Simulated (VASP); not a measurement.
Given:

```
CdF2
1.0
    0.00000     2.74637     2.74637
    2.74637     0.00000     2.74637
    2.74637     2.74637     0.00000
Cd F
1 2
Direct
  0.00000   0.00000   0.00000
  0.25000   0.25000   0.25000
  0.75000   0.75000   0.75000
```

Method: PBE GGA, VASP's PBE PAW potentials (set 64) (plane waves; VASP). Numerical set-up: 600 eV cut-off, 6×6×6 Γ-centred mesh, Gaussian smearing of 0.050 eV, potentials Cd F.

Energy and stress use the plane-wave basis of the starting cell.

Problem. The ions, cell shape and volume at an external pressure of 15.0 GPa are relaxed. Predict the relaxed structure.

Solution. 
```
CdF2
1.0
    0.00000     2.63815     2.63815
    2.63815     0.00000     2.63815
    2.63815     2.63815     0.00000
Cd F
1 2
Direct
  0.00000   0.00000   0.00000
  0.25000   0.25000   0.25000
  0.75000   0.75000   0.75000
```
Space group Fm-3m (225), at a tolerance of 0.03 Å.

Problem. How do energy and volume change from the first to the last step?

Solution. The energy (σ→0) changes by +63.2 meV/atom and the volume by -11.4 %, in 3 ionic steps.

The compound is CdF2 in the fluorite structure. This run relaxes it under an external pressure of 15 GPa. Symmetry was kept, so distortions that lower it aren't found.
